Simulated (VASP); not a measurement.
```xyz
2
Lattice="0.0000 1.9951 1.9951 1.9951 0.0000 1.9951 1.9951 1.9951 0.0000" Properties=species:S:1:pos:R:3 pbc="T T T"
Li     0.0000     0.0000     0.0000
H      1.9951     1.9951     1.9951
```

The numbers are results of vdW-DF-cx, VASP's PBE PAW potentials (set 64) (plane waves; VASP), not measurements. Settings: 520 eV cut-off, 11×11×11 Γ-centred mesh, Gaussian smearing of 0.050 eV, potentials Li_sv H.

### Question
Predict the energy per atom (σ→0), pressure.

### Answer

```yaml
energy per atom (σ→0): -2.602 eV/atom
pressure: 11.9 kbar
```

The absolute energy has meaning only against runs of the same code, potentials and settings.

The compound is LiH in the rock salt structure. This cell is one point of a volume scan, at 0.97 of the reference volume.
